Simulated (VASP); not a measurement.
# A VASP study of GaN (AM05): structure first, properties next, part 3 of 3

How well does AM05 reproduce what experiment finds for GaN? The cell is relaxed first, and properties follow on it. The start is a cell from a database of measured crystal structures.

VASP 6.6.1, plane waves and PAW; the level of theory is named at each step.

So far, gap on the k-mesh (eV): step 2 (relaxing cell and atoms (AM05)) 2.02; step 6 (density of states (AM05)) 2.02; step 9 (optical spectrum (AM05)) 2.02; step 10 (core levels (AM05)) 2.02; step 12 (starting orbitals for the hybrid) 2.01.

The database entry behind the starting cell differs from later determinations by our own check (thin film, about 0.3 % long), so it need not match the best structure at ambient conditions.

### Step 14. Band structure (TB-mBJ)

This step: TB-mBJ; plane waves and PAW (Ga_d, N) (VASP 6.6.1).

The mesh alone shows little of the dispersion and can miss band extrema, so KPOINTS_OPT adds a path through the symmetry points after the self-consistent cycle. TB-mBJ is a local potential fitted to gaps: it costs far less than a hybrid but gives no energy.

Contents of INCAR:

```
SYSTEM = GaN
PREC = Accurate
ENCUT = 520
EDIFF = 1E-06
NELM = 150
ISMEAR = 0
SIGMA = 0.05
LREAL = .FALSE.
ALGO = Normal
METAGGA = MBJ
LASPH = .TRUE.
NBANDS = 32
LORBIT = 11
LWAVE = .FALSE.
LCHARG = .FALSE.
KPAR = 4
```

Contents of POSCAR:

```
GaN
1.0
    3.1804015281      0.0000000000      0.0000000000
   -1.5902007640      2.7543085176      0.0000000000
    0.0000000000      0.0000000000      5.1773553217
Ga N
2 2
Direct
    0.6666666667      0.3333333333      0.5915912693
    0.3333333333      0.6666666667      0.0915912693
    0.6666666667      0.3333333333      0.9684087307
    0.3333333333      0.6666666667      0.4684087307
```

Contents of KPOINTS:

```
Automatic mesh
0
Gamma
8 8 5
0 0 0
```

Contents of KPOINTS_OPT:

```
Line mode
16
Line-mode
Reciprocal
  0.00000000   0.00000000   0.00000000 GAMMA
  0.50000000   0.00000000   0.00000000 M

  0.50000000   0.00000000   0.00000000 M
  0.33333333   0.33333333   0.00000000 K

  0.33333333   0.33333333   0.00000000 K
  0.00000000   0.00000000   0.00000000 GAMMA

  0.00000000   0.00000000   0.00000000 GAMMA
  0.00000000   0.00000000   0.50000000 A

  0.00000000   0.00000000   0.50000000 A
  0.50000000   0.00000000   0.50000000 L

  0.50000000   0.00000000   0.50000000 L
  0.33333333   0.33333333   0.50000000 H

  0.33333333   0.33333333   0.50000000 H
  0.00000000   0.00000000   0.50000000 A

  0.50000000   0.00000000   0.50000000 L
  0.50000000   0.00000000   0.00000000 M

  0.33333333   0.33333333   0.00000000 K
  0.33333333   0.33333333   0.50000000 H
```

The projector-augmented-wave data sets are Ga_d and N (PBE family, release 64).

Command:

```
$ mpirun -np 4 vasp_std
```

The job ended after 1.9 min (4 MPI ranks of AMD EPYC 7R43, shared host; peak memory 0.74 GiB).

This functional is a potential without an energy, so its energies, forces and stress mean nothing and are not read.

Numbers from this step:

| Quantity | Value |
| --- | --- |
| SCF cycles | 58 |
| bands | 32 |
| irreducible k-points | 30 |
| Fermi energy | 6.155 eV |
| least gap on mesh and path | 3.136 eV |
| least direct gap on mesh and path | 3.136 eV |

Electronic bands along the path, in eV, zero at the valence-band top; v1 is the highest filled band, c1 the lowest empty one:

| point | v4 | v3 | v2 | v1 | c1 | c2 | c3 | c4 |
| --- | --- | --- | --- | --- | --- | --- | --- | --- |
| Γ | -0.97 | -0.03 | 0.00 | 0.00 | 3.14 | 5.72 | 10.68 | 11.39 |
| 0.47 of the way | -2.38 | -1.77 | -0.56 | -0.42 | 5.28 | 7.39 | 8.90 | 9.98 |
| M | -3.87 | -2.58 | -1.96 | -0.94 | 6.52 | 6.87 | 7.34 | 10.14 |
| 0.47 of the way | -3.84 | -3.23 | -2.11 | -1.66 | 6.97 | 7.83 | 7.85 | 9.97 |
| K | -4.85 | -2.74 | -2.74 | -2.51 | 6.53 | 9.26 | 9.26 | 9.78 |
| 0.47 of the way | -3.62 | -2.36 | -1.07 | -0.93 | 6.35 | 8.25 | 8.69 | 9.02 |
| Γ | -0.97 | -0.03 | 0.00 | 0.00 | 3.14 | 5.72 | 10.68 | 11.39 |
| 0.47 of the way | -0.85 | -0.85 | -0.13 | -0.13 | 4.11 | 5.79 | 10.28 | 11.12 |
| A | -0.49 | -0.49 | -0.49 | -0.49 | 5.51 | 5.51 | 9.90 | 9.90 |
| 0.47 of the way | -1.84 | -1.84 | -1.13 | -1.13 | 6.54 | 6.54 | 9.09 | 9.09 |
| L | -1.82 | -1.82 | -1.77 | -1.77 | 5.78 | 5.78 | 9.22 | 9.22 |
| 0.47 of the way | -2.83 | -2.83 | -1.50 | -1.50 | 6.59 | 6.59 | 9.55 | 9.55 |
| H | -3.84 | -3.84 | -1.39 | -1.39 | 7.80 | 7.80 | 8.63 | 8.63 |
| 0.47 of the way | -2.06 | -2.06 | -1.67 | -1.67 | 6.94 | 6.94 | 9.21 | 9.21 |
| A | -0.49 | -0.49 | -0.49 | -0.49 | 5.51 | 5.51 | 9.90 | 9.90 |
| jump to L | -1.82 | -1.82 | -1.77 | -1.77 | 5.78 | 5.78 | 9.22 | 9.22 |
| 0.47 of the way | -2.94 | -2.34 | -1.52 | -1.25 | 5.61 | 6.51 | 9.04 | 9.17 |
| M | -3.87 | -2.58 | -1.96 | -0.94 | 6.52 | 6.87 | 7.34 | 10.14 |
| jump to K | -4.85 | -2.74 | -2.74 | -2.51 | 6.53 | 9.26 | 9.26 | 9.78 |
| 0.53 of the way | -4.55 | -3.00 | -1.95 | -1.95 | 7.32 | 8.49 | 8.49 | 9.51 |
| H | -3.84 | -3.84 | -1.39 | -1.39 | 7.80 | 7.80 | 8.63 | 8.63 |

Of the projections kept (Ga, N), the largest for each band there; the rest of the weight can lie on other orbitals:

| point | v4 | v3 | v2 | v1 | c1 | c2 | c3 | c4 |
| --- | --- | --- | --- | --- | --- | --- | --- | --- |
| Γ | N 0.74 | N 0.78 | N 0.77 | N 0.77 | N 0.56 | Ga 0.73 | N 0.79 | Ga 1.00 |
| M | N 0.61 | N 0.70 | N 0.68 | N 0.74 | Ga 0.90 | Ga 0.61 | Ga 0.59 | N 0.59 |
| K | Ga 0.50 | N 0.66 | N 0.66 | N 0.67 | Ga 0.91 | N 0.51 | N 0.51 | N 0.66 |
| Γ | N 0.74 | N 0.78 | N 0.77 | N 0.77 | N 0.56 | Ga 0.73 | N 0.79 | Ga 1.00 |
| A | N 0.75 | N 0.75 | N 0.75 | N 0.75 | N 0.54 | N 0.54 | Ga 0.66 | Ga 0.66 |
| L | N 0.71 | N 0.71 | N 0.71 | N 0.71 | Ga 0.74 | Ga 0.74 | Ga 0.82 | Ga 0.82 |

The gap moves by +1.12 eV against AM05.

### Step 15. Results

```json
{
 "relaxed volume": "11.34 Å³/atom",
 "relaxed conventional cell a, b, c": "3.180, 3.180, 5.177 Å; angles 90.0, 90.0, 120.0°",
 "space group after relaxing, within 0.02 Å": "P6_3mc (No. 186)",
 "band gap": "2.02 eV, direct",
 "gap among the points of the DOS mesh alone, an upper bound": "2.02 eV",
 "static dielectric constant from modes and Born charges, mean": "10.4",
 "electronic dielectric constant, mean": "5.72",
 "highest zone-centre mode": "678 cm⁻¹",
 "bulk modulus (Hill)": "184 GPa",
 "shear modulus (Hill)": "109 GPa",
 "Debye temperature from the elastic constants": "621 K",
 "strongest peak of ε2, mean over directions": "7.98 eV",
 "ε1 at zero frequency, no local fields, mean": "5.85",
 "shallowest level of the frozen cores": "Ga1 3p, 92.7 eV deep",
 "band gap (AM05 + SOC)": "2.01 eV, direct",
 "band gap (HSE06)": "3.27 eV, direct",
 "band gap (TB-mBJ)": "3.14 eV, direct"
}
```

What this shows: With AM05, GaN relaxes to 11.34 Å³/atom in space group P6_3mc (held by the symmetry of the run) and has a direct gap of 2.02 eV (3.27 eV with HSE06). Against the listed cell the volume lies -1.6 % (a -0.5 %, c -0.6 %). Vibrations at Γ (AM05): The highest mode in this list at Γ, 677.6 cm⁻¹, is mostly motion of N (100 % of the kinetic energy). Band structure (AM05 + SOC): The path shows a direct gap of 2.01 eV (valence top at Γ, conduction bottom at Γ). Band structure (HSE06): The path shows a direct gap of 3.27 eV (valence top at Γ, conduction bottom at Γ). Band structure (TB-mBJ): The path shows a direct gap of 3.14 eV (valence top at Γ, conduction bottom at Γ). The other levels ran on the cell relaxed with AM05, and without spin-orbit coupling unless named. LASPH was switched on together with spin-orbit coupling, so shifts put down to the coupling hold both changes. Semilocal functionals usually underestimate gaps. Modes at Γ alone can't show that the crystal is stable at other wave vectors, and the LO-TO splitting is not included. No search among competing phases was made, and a listed structure need not be the one stable at ambient conditions. All values are for a static lattice at zero temperature.

Computed beside measured:

| quantity | measured | AM05 | AM05, spin-orbit coupling | HSE06 | TB-mBJ |
| --- | --- | --- | --- | --- | --- |
| lattice constant a (Å) | 3.189 | 3.180 (-0.3 %) | - | - | - |
| lattice constant c (Å) | 5.186 | 5.177 (-0.2 %) | - | - | - |
| band gap (direct gap) (eV) | 3.503 | 2.02 (-1.49 eV) | 2.01 (-1.49 eV) | 3.27 (-0.24 eV) | 3.14 (-0.37 eV) |
| static dielectric constant (mean of the tensor) | 8.9 | 10.40 (+16.8 %) | - | - | - |
| Raman mode, E2(high) (cm⁻¹) | 570 | 547 (-4.0 %) | - | - | - |

Cost of the run behind each value, in core time: AM05 3.9 min, AM05, spin-orbit coupling 12 min, HSE06 2 h, TB-mBJ 7.7 min.

Measured values from arxiv:1710.05670 (2017), pmc:6823545 (2019), arxiv:cond-mat/0501724 (2005) and arxiv:1601.01883 (2016).

How well it matches: The lattice constant a is off by -0.3 %: good agreement. The lattice constant c is off by -0.2 %: good agreement. For the band gap, of the levels listed nearest comes HSE06 (-0.24 eV, good agreement) and farthest AM05, spin-orbit coupling (-1.49 eV, a clear miss). Zero-point and thermal motion shift the measured gap. The static dielectric constant is off by +16.8 %: fair agreement. The Raman mode is off by -4.0 %: fair agreement. The grades are ours: good and fair within 0.7 and 1.5 % for the lattice constant a, 0.8 and 2 % for the lattice constant c, 10 and 25 % for the static dielectric constant and 3 and 7 % for the Raman mode. Zero-point motion and thermal expansion (measured at up to 300 K) are not in the computed lattice constants, static dielectric constant and Raman mode.

[Lines on the potential files, build, host, timing and source positions are cut from VASP's logs without a mark.]

[Logs are printed without paths, hosts, clocks, repeated set-up lines and the standing remarks that a program may print on its own settings, such as how far it seeks lower states.]

[Hosts, paths, dates, database ids (printed as entryN), source tags and the programs' standing remarks are cut or masked in the printed files.]

[A measured line is paired with the nearest computed mode of its activity, which favours agreement.]
